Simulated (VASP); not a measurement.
# A VASP study of Se (AM05): structure first, properties next, part 3 of 4

Aim: relax Se, then compute properties on the relaxed cell. This is not the structure that Se takes at ambient conditions. The start is a computed cell from the Materials Project.

VASP 6.6.1; AM05; plane waves and PAW (Se).

So far. Step 4 (Single point with fields (AM05)): In this run the pressure is -0.02 GPa, small enough to go on; single stress components reach 0.02 GPa. Step 5 (Bands along the symmetry lines (AM05)): There is no gap at this level.

The starting crystal is not the ambient structure of Se (space group No. 152 or space group No. 154); it is a model or a phase of other conditions.

### 6. Total and projected DOS (AM05)

Here the states are counted by energy and projected on the atoms. The mesh is finer than in the run before.

INCAR

```
SYSTEM = Se
PREC = Accurate
ENCUT = 400
EDIFF = 1E-06
NELM = 100
ISMEAR = -5
SIGMA = 0.05
LREAL = .FALSE.
ALGO = Normal
GGA = AM
NBANDS = 14
LORBIT = 11
LWAVE = .FALSE.
LCHARG = .FALSE.
KPAR = 2
NEDOS = 2001
```

POSCAR

```
Se
1.0
   -1.6859214166      1.6859214166      1.6859214166
    1.6859214166     -1.6859214166      1.6859214166
    1.6859214166      1.6859214166     -1.6859214166
Se
1
Direct
    0.0000000000      0.0000000000      0.0000000000
```

KPOINTS

```
Automatic mesh
0
Gamma
16 16 16
0 0 0
```

Potentials, in the order of the species: Se (PBE family, release 64).

Run with:

```console
> mpirun -np 2 vasp_std
```

The program printed:

```text
[... set-up lines as in an earlier step ...]
 entering main loop
       N       E                     dE             d eps       ncg     rms          rms(c)
DAV:   1     0.105184383060E+02    0.10518E+02   -0.23735E+03  4102   0.299E+02
DAV:   2    -0.281835768042E+01   -0.13337E+02   -0.12998E+02  5430   0.694E+01
DAV:   3    -0.310475192911E+01   -0.28639E+00   -0.28570E+00  4882   0.778E+00
DAV:   4    -0.310502853762E+01   -0.27661E-03   -0.27545E-03  4870   0.312E-01
DAV:   5    -0.310502882260E+01   -0.28499E-06   -0.28451E-06  4942   0.946E-03    0.351E+00
DAV:   6    -0.310373298066E+01    0.12958E-02   -0.18537E-03  4768   0.170E-01    0.208E+00
DAV:   7    -0.310345295599E+01    0.28002E-03   -0.32988E-03  4804   0.227E-01    0.677E-02
DAV:   8    -0.310346480887E+01   -0.11853E-04   -0.85569E-05  4630   0.410E-02    0.609E-03
DAV:   9    -0.310346467223E+01    0.13663E-06   -0.16753E-06  5114   0.667E-03
   1 F= -.31034647E+01 E0= -.31034647E+01  d E =0.000000E+00
 -----------------------------------------------------------------------------
|                                                                             |
|           W    W    AA    RRRRR   N    N  II  N    N   GGGG   !!!           |
|           W    W   A  A   R    R  NN   N  II  NN   N  G    G  !!!           |
|           W    W  A    A  R    R  N N  N  II  N N  N  G       !!!           |
|           W WW W  AAAAAA  RRRRR   N  N N  II  N  N N  G  GGG   !            |
|           WW  WW  A    A  R   R   N   NN  II  N   NN  G    G                |
|           W    W  A    A  R    R  N    N  II  N    N   GGGG   !!!           |
|                                                                             |
|     Tetrahedron method does not include variations of the Fermi             |
|     occupations, so forces and stress will be inaccurate. We suggest        |
|     using a different smearing scheme ISMEAR = 1 or 2 for metals in         |
|     relaxations.                                                            |
|                                                                             |
 -----------------------------------------------------------------------------
```

The job ended after 14 s (2 MPI ranks of Intel Xeon Platinum 8259CL at 2.50GHz (Skylake/Cascade Lake), shared host; peak memory 0.28 GiB; 21 s of CPU time).

From OUTCAR (step 6):

```text
   k-points           NKPTS =    145   k-points in BZ     NKDIM =    145   number of bands    NBANDS=     14

   NELECT =       6.0000    total number of electrons

 E-fermi :   6.1633

 k-point     1 :       0.0000    0.0000    0.0000
  band No.  band energies     occupation
      1     -10.5105      2.00000
      2       9.4513      0.00000
      3       9.4513      0.00000
      4       9.4513      0.00000
      5      17.9638      0.00000
      6      18.6961      0.00000
    ...

  Total        0.0033122      0.0033122      0.0033122      0.0000000      0.0000000     -0.0000000
  in kB        0.2768552      0.2768552      0.2768552      0.0000000      0.0000000     -0.0000000
  external PRESSURE =       0.2768552 kB  Pullay stress =       0.0000000 kB

 POSITION                                       TOTAL-FORCE (eV/Angst)
 -----------------------------------------------------------------------------------
      0.00000      0.00000      0.00000         0.000000     -0.000000     -0.000000
 -----------------------------------------------------------------------------------
    total drift:                                0.000000      0.000000     -0.000000

  FREE ENERGIE OF THE ION-ELECTRON SYSTEM (eV)
  ---------------------------------------------------
  free  energy   TOTEN  =        -3.1034646722 eV

  energy  without entropy=       -3.1034646722  energy(sigma->0) =       -3.10346467

[... 6 parts as in an earlier step ...]

[... 10 further parts left out ...]
```

With tetrahedra the forces and stress of a metal are not exact derivatives of the energy.

This step gave:

```yaml
irreducible_k_points: 145
free_energy_toten: -3.103 eV
fermi_energy: 6.163 eV
pressure: 0.02769 GPa
dos_at_the_fermi_level_one_point_of_the_energy_grid: 0.7324 states/eV/cell
```

The density of states has structure finer than the step of the table below, so its rows give means over 1 eV, whole bins alone (the curve runs from -12.0 to 7.87 eV). Peaks (eV: height): total -5.6: 0.938, 1.6: 1.3; Se p -5.6: 0.418, 1.6: 0.873; Se s -5.5: 0.0337.

States under -12.0 eV and over 7.9 eV are left out. Density of states against energy, zero at the Fermi level; means over each step; values in states/eV/cell:

```
energy (eV)    total     Se p     Se s     Se d
        -11   0.0961  0.00153   0.0766   5.8e-6
        -10  0.00630   3.8e-5  0.00534        0
         -9        0        0        0        0
         -8        0        0        0        0
         -7    0.127   0.0557  0.00181   3.6e-4
         -6    0.610    0.270   0.0178  0.00402
         -5    0.563    0.254   0.0308  0.00419
         -4    0.497    0.234   0.0267  0.00597
         -3    0.593    0.300   0.0205  0.00919
         -2    0.616    0.327   0.0175   0.0118
         -1    0.651    0.367   0.0152   0.0134
          0    0.677    0.406   0.0129   0.0136
          1    0.792    0.507   0.0118   0.0133
          2    0.733    0.501  0.00608  0.00829
          3    0.148    0.111   4.2e-4   8.7e-4
          4   0.0282   4.7e-4        0  0.00631
          5   0.0845  0.00309        0   0.0189
          6    0.128  0.00731        0   0.0289
          7    0.221   0.0155  0.00436   0.0503
```

The finer mesh and the other smearing move the Fermi level by -0.13 eV from the 11×11×11 run, one measure of the sampling error in the zero of the bands above. Of the states within 0.3 eV of the Fermi level, the largest shares in the PAW spheres are Se p 60 %. The rest lies in smaller channels or between the spheres.

### 7. Volume scan with AM05

An equation of state needs energies on both sides of the minimum, all on one mesh and cutoff.

INCAR

```
SYSTEM = Se
PREC = Accurate
ENCUT = 400
EDIFF = 1E-06
NELM = 100
ISMEAR = 0
SIGMA = 0.05
LREAL = .FALSE.
ALGO = Normal
GGA = AM
NBANDS = 9
LORBIT = 11
LWAVE = .FALSE.
LCHARG = .FALSE.
KPAR = 2
ISIF = 2
```

POSCAR

```
Se
1.0
   -1.6515052001      1.6515052001      1.6515052001
    1.6515052001     -1.6515052001      1.6515052001
    1.6515052001      1.6515052001     -1.6515052001
Se
1
Direct
    0.0000000000      0.0000000000      0.0000000000
```

KPOINTS

```
Automatic mesh
0
Gamma
11 11 11
0 0 0
```

Run with:

```console
> mpirun -np 2 vasp_std
```

The program printed:

```text
[... set-up lines as in an earlier step ...]
 entering main loop
       N       E                     dE             d eps       ncg     rms          rms(c)
DAV:   1     0.608447016086E+01    0.60845E+01   -0.25523E+03  1040   0.467E+02
DAV:   2    -0.287497072085E+01   -0.89594E+01   -0.88570E+01  1424   0.677E+01
DAV:   3    -0.306250050700E+01   -0.18753E+00   -0.18683E+00  1177   0.779E+00
DAV:   4    -0.306280189328E+01   -0.30139E-03   -0.30138E-03  1356   0.346E-01
DAV:   5    -0.306280200930E+01   -0.11602E-06   -0.11577E-06  1211   0.683E-03    0.399E+00
DAV:   6    -0.306178724443E+01    0.10148E-02   -0.16369E-03  1119   0.225E-01    0.237E+00
DAV:   7    -0.306157673221E+01    0.21051E-03   -0.29464E-03  1063   0.305E-01    0.575E-02
DAV:   8    -0.306156568103E+01    0.11051E-04   -0.82448E-05  1099   0.569E-02    0.635E-03
DAV:   9    -0.306156579756E+01   -0.11653E-06   -0.72938E-07  1112   0.705E-03
   1 F= -.30615658E+01 E0= -.30604647E+01  d E =-.220219E-02
```

It took 3.6 s on 2 MPI ranks; peak memory 0.22 GiB; 5.1 s of CPU time.

From OUTCAR (step 7):

```text
   ENCUT  =  400.0 eV  29.40 Ry    5.42 a.u.   4.66  4.66  4.66*2*pi/ulx,y,z

   NELECT =       6.0000    total number of electrons

 E-fermi :   7.1226

 k-point     1 :       0.0000    0.0000    0.0000
  band No.  band energies     occupation
      1     -10.3186      2.00000
      2      10.6198      0.00000
      3      10.6198      0.00000
      4      10.6198      0.00000
      5      19.6601      0.00000
      6      19.6601      0.00000
    ...

  Total        0.6472681      0.6472681      0.6472681     -0.0000000      0.0000000     -0.0000000
  in kB       57.5565792     57.5565792     57.5565792     -0.0000000      0.0000000     -0.0000000
  external PRESSURE =      57.5565792 kB  Pullay stress =       0.0000000 kB

  FREE ENERGIE OF THE ION-ELECTRON SYSTEM (eV)
  ---------------------------------------------------
  free  energy   TOTEN  =        -3.0615657976 eV

  energy  without entropy=       -3.0593636046  energy(sigma->0) =       -3.06046470

[... 5 parts as in an earlier step ...]

[... 12 further parts left out ...]
```

The scan keeps the cell's shape and the fractional positions fixed.

Numbers from this step:

| Item | Value |
| --- | --- |
| bands | 9 |
| irreducible k-points | 56 |
| free energy (TOTEN) | -3.062 eV |
| energy at zero smearing | -3.060 eV |
| Fermi energy | 7.123 eV |
| pressure | 5.756 GPa |

The pressure here is 5.76 GPa.

### 8. Volume scan with AM05 (run 2)

INCAR is that of step 7.

POSCAR

```
Se
1.0
   -1.6631359016      1.6631359016      1.6631359016
    1.6631359016     -1.6631359016      1.6631359016
    1.6631359016      1.6631359016     -1.6631359016
Se
1
Direct
    0.0000000000      0.0000000000      0.0000000000
```

KPOINTS is that of step 7.

Run with:

```console
> mpirun -np 2 vasp_std
```

The program printed:

```text
[... set-up lines as in an earlier step ...]
 entering main loop
       N       E                     dE             d eps       ncg     rms          rms(c)
DAV:   1     0.612091223982E+01    0.61209E+01   -0.25472E+03  1041   0.467E+02
DAV:   2    -0.290359766825E+01   -0.90245E+01   -0.86354E+01  1365   0.655E+01
DAV:   3    -0.307400440995E+01   -0.17041E+00   -0.16952E+00  1195   0.793E+00
DAV:   4    -0.307421883688E+01   -0.21443E-03   -0.21442E-03  1310   0.320E-01
DAV:   5    -0.307421892398E+01   -0.87105E-07   -0.86670E-07  1262   0.599E-03    0.382E+00
DAV:   6    -0.307310940325E+01    0.11095E-02   -0.18921E-03  1074   0.240E-01    0.227E+00
DAV:   7    -0.307291871947E+01    0.19068E-03   -0.33429E-03  1091   0.323E-01    0.618E-02
DAV:   8    -0.307290671374E+01    0.12006E-04   -0.95710E-05  1082   0.600E-02    0.634E-03
DAV:   9    -0.307290685225E+01   -0.13851E-06   -0.79807E-07  1162   0.748E-03
   1 F= -.30729069E+01 E0= -.30717047E+01  d E =-.240435E-02
```

Wall time 3.6 s (2 MPI ranks); peak memory 0.22 GiB; 4.8 s of CPU time.

Parts of OUTCAR (step 8):

```text
   ENCUT  =  400.0 eV  29.40 Ry    5.42 a.u.   4.70  4.70  4.70*2*pi/ulx,y,z

   NELECT =       6.0000    total number of electrons

 E-fermi :   6.8358

 k-point     1 :       0.0000    0.0000    0.0000
  band No.  band energies     occupation
      1     -10.3843      2.00000
      2      10.2131      0.00000
      3      10.2131      0.00000
      4      10.2131      0.00000
      5      19.0978      0.00000
      6      19.3261      0.00000
    ...

  Total        0.4167665      0.4167665      0.4167665      0.0000000      0.0000000     -0.0000000
  in kB       36.2877606     36.2877606     36.2877606      0.0000000      0.0000000     -0.0000000
  external PRESSURE =      36.2877606 kB  Pullay stress =       0.0000000 kB

 POSITION                                       TOTAL-FORCE (eV/Angst)
 -----------------------------------------------------------------------------------
      0.00000      0.00000      0.00000         0.000000      0.000000     -0.000000
 -----------------------------------------------------------------------------------
    total drift:                                0.000000      0.000000     -0.000000

  FREE ENERGIE OF THE ION-ELECTRON SYSTEM (eV)
  ---------------------------------------------------
  free  energy   TOTEN  =        -3.0729068522 eV

  energy  without entropy=       -3.0705024979  energy(sigma->0) =       -3.07170468

[... 4 parts as in an earlier step ...]

[... 12 further parts left out ...]
```

Numbers from this step:

```
free energy (TOTEN)     : -3.073 eV
energy at zero smearing : -3.072 eV
Fermi energy            : 6.836 eV
pressure                : 3.629 GPa
```

The pressure falls from 5.76 to 3.63 GPa.

The run ends at a pressure of 3.63 GPa.

### 9. Volume scan with AM05 (run 3)

INCAR is that of step 8.

POSCAR

```
Se
1.0
   -1.6746061668      1.6746061668      1.6746061668
    1.6746061668     -1.6746061668      1.6746061668
    1.6746061668      1.6746061668     -1.6746061668
Se
1
Direct
    0.0000000000      0.0000000000      0.0000000000
```

KPOINTS is that of step 8.

Run with:

```console
> mpirun -np 2 vasp_std
```

The program printed:

```text
[... set-up lines as in an earlier step ...]
 entering main loop
       N       E                     dE             d eps       ncg     rms          rms(c)
DAV:   1     0.679007888007E+01    0.67901E+01   -0.25847E+03  1016   0.468E+02
DAV:   2    -0.288236466661E+01   -0.96724E+01   -0.94295E+01  1389   0.679E+01
DAV:   3    -0.308064028104E+01   -0.19828E+00   -0.19709E+00  1223   0.847E+00
DAV:   4    -0.308086812412E+01   -0.22784E-03   -0.22781E-03  1333   0.344E-01
DAV:   5    -0.308086823355E+01   -0.10943E-06   -0.11031E-06  1213   0.680E-03    0.366E+00
DAV:   6    -0.307964276207E+01    0.12255E-02   -0.21563E-03  1163   0.255E-01    0.217E+00
DAV:   7    -0.307945771776E+01    0.18504E-03   -0.37488E-03  1085   0.339E-01    0.658E-02
DAV:   8    -0.307944597835E+01    0.11739E-04   -0.10709E-04  1105   0.630E-02    0.666E-03
DAV:   9    -0.307944612251E+01   -0.14416E-06   -0.86972E-07  1209   0.780E-03
   1 F= -.30794461E+01 E0= -.30782723E+01  d E =-.234765E-02
```

Elapsed: 3.6 s, on 2 MPI ranks; peak memory 0.23 GiB.

OUTCAR, selected parts (step 9):

```text
  Total        0.2019873      0.2019873      0.2019873     -0.0000000      0.0000000     -0.0000000
  in kB       17.2280718     17.2280718     17.2280718     -0.0000000      0.0000000     -0.0000000
  external PRESSURE =      17.2280718 kB  Pullay stress =       0.0000000 kB

 POSITION                                       TOTAL-FORCE (eV/Angst)
 -----------------------------------------------------------------------------------
      0.00000      0.00000      0.00000        -0.000000     -0.000000     -0.000000
 -----------------------------------------------------------------------------------
    total drift:                                0.000000      0.000000     -0.000000

  FREE ENERGIE OF THE ION-ELECTRON SYSTEM (eV)
  ---------------------------------------------------
  free  energy   TOTEN  =        -3.0794461225 eV

  energy  without entropy=       -3.0770984767  energy(sigma->0) =       -3.07827230

[... 1 part as in an earlier step ...]

[... 2 further parts left out ...]
[key lines of the parts left out:]
E-fermi :   6.5586
```

The pressure falls from 3.63 to 1.72 GPa.

The run ends at a pressure of 1.72 GPa.

### 10. Volume scan with AM05 (run 4)

INCAR is that of step 9.

POSCAR

```
Se
1.0
   -1.6859214166      1.6859214166      1.6859214166
    1.6859214166     -1.6859214166      1.6859214166
    1.6859214166      1.6859214166     -1.6859214166
Se
1
Direct
    0.0000000000      0.0000000000      0.0000000000
```

KPOINTS is that of step 9.

Run with:

```console
> mpirun -np 2 vasp_std
```

The program printed:

```text
[... set-up lines as in an earlier step ...]
 entering main loop
       N       E                     dE             d eps       ncg     rms          rms(c)
[... 9 cycles as in an earlier step ...]
   1 F= -.30816432E+01 E0= -.30805686E+01  d E =-.214934E-02
```

Run time: 3.6 s. Hardware: 2 MPI ranks; peak memory 0.23 GiB; 5.1 s of CPU time.

From OUTCAR (step 10):

```text
[... 6 parts as in an earlier step ...]

[... 1 further part left out ...]
[key lines of the parts left out:]
E-fermi :   6.2889
```

The pressure falls from 1.72 to -0.02 GPa.

The run ends at a pressure of -0.02 GPa.

### 11. Volume scan with AM05 (run 5)

INCAR is that of step 10.

POSCAR

```
Se
1.0
   -1.6970867845      1.6970867845      1.6970867845
    1.6970867845     -1.6970867845      1.6970867845
    1.6970867845      1.6970867845     -1.6970867845
Se
1
Direct
    0.0000000000      0.0000000000      0.0000000000
```

KPOINTS is that of step 10.

Run with:

```console
> mpirun -np 2 vasp_std
```

The program printed:

```text
[... set-up lines as in an earlier step ...]
 entering main loop
       N       E                     dE             d eps       ncg     rms          rms(c)
DAV:   1     0.661271224676E+01    0.66127E+01   -0.25582E+03  1016   0.468E+02
DAV:   2    -0.289386497093E+01   -0.95066E+01   -0.91911E+01  1388   0.675E+01
DAV:   3    -0.308139765480E+01   -0.18753E+00   -0.18718E+00  1174   0.832E+00
DAV:   4    -0.308166605050E+01   -0.26840E-03   -0.26838E-03  1324   0.383E-01
DAV:   5    -0.308166625501E+01   -0.20450E-06   -0.20519E-06  1236   0.893E-03    0.335E+00
DAV:   6    -0.308007719980E+01    0.15891E-02   -0.27605E-03  1124   0.284E-01    0.198E+00
DAV:   7    -0.307984080343E+01    0.23640E-03   -0.46779E-03  1089   0.375E-01    0.735E-02
DAV:   8    -0.307983208973E+01    0.87137E-05   -0.12882E-04  1129   0.683E-02    0.716E-03
DAV:   9    -0.307983223249E+01   -0.14277E-06   -0.10485E-06  1201   0.851E-03
   1 F= -.30798322E+01 E0= -.30788317E+01  d E =-.200112E-02
```

Elapsed: 3.6 s, on 2 MPI ranks; peak memory 0.23 GiB; 5 s of CPU time.

From OUTCAR (step 11):

```text
  Total       -0.1972910     -0.1972910     -0.1972910      0.0000000      0.0000000     -0.0000000
  in kB      -16.1676082    -16.1676082    -16.1676082      0.0000000      0.0000000     -0.0000000
  external PRESSURE =     -16.1676082 kB  Pullay stress =       0.0000000 kB

  FREE ENERGIE OF THE ION-ELECTRON SYSTEM (eV)
  ---------------------------------------------------
  free  energy   TOTEN  =        -3.0798322325 eV

  energy  without entropy=       -3.0778311142  energy(sigma->0) =       -3.07883167

[... 2 parts as in an earlier step ...]

[... 2 further parts left out ...]
[key lines of the parts left out:]
E-fermi :   6.0260
```

The pressure falls from -0.02 to -1.62 GPa.

The run ends at a pressure of -1.62 GPa.

### 12. Volume scan with AM05 (run 6)

INCAR is that of step 11.

POSCAR

```
Se
1.0
   -1.7081071373      1.7081071373      1.7081071373
    1.7081071373     -1.7081071373      1.7081071373
    1.7081071373      1.7081071373     -1.7081071373
Se
1
Direct
    0.0000000000      0.0000000000      0.0000000000
```

KPOINTS is that of step 11.

Run with:

```console
> mpirun -np 2 vasp_std
```

The program printed:

```text
[... set-up lines as in an earlier step ...]
 entering main loop
       N       E                     dE             d eps       ncg     rms          rms(c)
DAV:   1     0.718931349413E+01    0.71893E+01   -0.25290E+03  1008   0.471E+02
DAV:   2    -0.283441402091E+01   -0.10024E+02   -0.95721E+01  1397   0.653E+01
DAV:   3    -0.307604900031E+01   -0.24163E+00   -0.23906E+00  1129   0.907E+00
DAV:   4    -0.307650645691E+01   -0.45746E-03   -0.45740E-03  1415   0.452E-01
DAV:   5    -0.307650679255E+01   -0.33564E-06   -0.33600E-06  1160   0.995E-03    0.321E+00
DAV:   6    -0.307467506669E+01    0.18317E-02   -0.31108E-03  1112   0.299E-01    0.190E+00
DAV:   7    -0.307439147261E+01    0.28359E-03   -0.52008E-03  1080   0.392E-01    0.775E-02
DAV:   8    -0.307438489160E+01    0.65810E-05   -0.14312E-04  1132   0.714E-02    0.694E-03
DAV:   9    -0.307438503112E+01   -0.13952E-06   -0.11400E-06  1179   0.889E-03
   1 F= -.30743850E+01 E0= -.30734060E+01  d E =-.195814E-02
```

Elapsed: 3.6 s, on 2 MPI ranks; peak memory 0.22 GiB; 4.9 s of CPU time.

Parts of OUTCAR (step 12):

```text
  Total       -0.3807771     -0.3807771     -0.3807771      0.0000000      0.0000000     -0.0000000
  in kB      -30.6038526    -30.6038526    -30.6038526      0.0000000      0.0000000     -0.0000000
  external PRESSURE =     -30.6038526 kB  Pullay stress =       0.0000000 kB

  FREE ENERGIE OF THE ION-ELECTRON SYSTEM (eV)
  ---------------------------------------------------
  free  energy   TOTEN  =        -3.0743850311 eV

  energy  without entropy=       -3.0724268886  energy(sigma->0) =       -3.07340596

[... 2 parts as in an earlier step ...]

[... 2 further parts left out ...]
[key lines of the parts left out:]
E-fermi :   5.7707
```

The pressure falls from -1.62 to -3.06 GPa.

The run ends at a pressure of -3.06 GPa.

[end of part 3 of 4]

[Lines on the potential files, build, host, timing and source positions are cut from VASP's logs without a mark.]

[Logs are printed without paths, hosts, clocks, repeated set-up lines and the standing remarks that a program may print on its own settings, such as how far it seeks lower states.]

[Hosts, paths, dates, database ids (printed as entryN), source tags and the programs' standing remarks are cut or masked in the printed files.]

[A measured line is paired with the nearest computed mode of its activity, which favours agreement.]

[In band tables of VASP the shares of atoms and orbitals are scaled to a sum of 1 inside the atoms' spheres.]
